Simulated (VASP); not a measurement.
A convergence study with VASP on NbN (space group no. 225 when undisturbed): a few settings are varied, all else stays as given below, so the limit is that of these other settings. One atom is moved off its site, so that forces are finite.

```yaml
crystal:
  lattice:
    - [0.00000, 2.18403, 2.18403]
    - [2.18403, 0.00000, 2.18403]
    - [2.18403, 2.18403, 0.00000]
  atoms:
    - { symbol: Nb, position: [0.01145, 0.01145, 0.98855] }
    - { symbol: N, position: [0.50000, 0.50000, 0.50000] }
```

These are PBEsol GGA, VASP's PBE PAW potentials (set 64) (plane waves; VASP 6.6.1) values and carry that method's errors. The last row used: 400 eV cut-off, 16×16×16 Γ-centred mesh, tetrahedra with Blöchl corrections, potentials Nb_sv N.

```json
[
 {"setting": "5×5×5 mesh", "E (eV/atom)": "-10.9715", "pressure (GPa)": "-1.35", "irreducible k-points": "18"},
 {"setting": "7×7×7 mesh", "E (eV/atom)": "-10.9535", "pressure (GPa)": "-1.31", "irreducible k-points": "40"},
 {"setting": "8×8×8 mesh", "E (eV/atom)": "-10.9489", "pressure (GPa)": "-1.22", "irreducible k-points": "59"},
 {"setting": "10×10×10 mesh", "E (eV/atom)": "-10.9438", "pressure (GPa)": "-1.13", "irreducible k-points": "102"},
 {"setting": "13×13×13 mesh", "E (eV/atom)": "-10.9466", "pressure (GPa)": "-1.16", "irreducible k-points": "196"},
 {"setting": "16×16×16 mesh", "E (eV/atom)": "-10.9445", "pressure (GPa)": "-1.13", "irreducible k-points": "349"}
]
```

VASP warned of too few bands at 16×16×16 mesh.

Left out are rungs that failed or repeat a setting and relaxations that didn't move; long series are thinned to 24 rows.

The structure is a typed NbN crystal (space group no. 225). The cell was not relaxed at this level, it is distorted from the ideal structure.
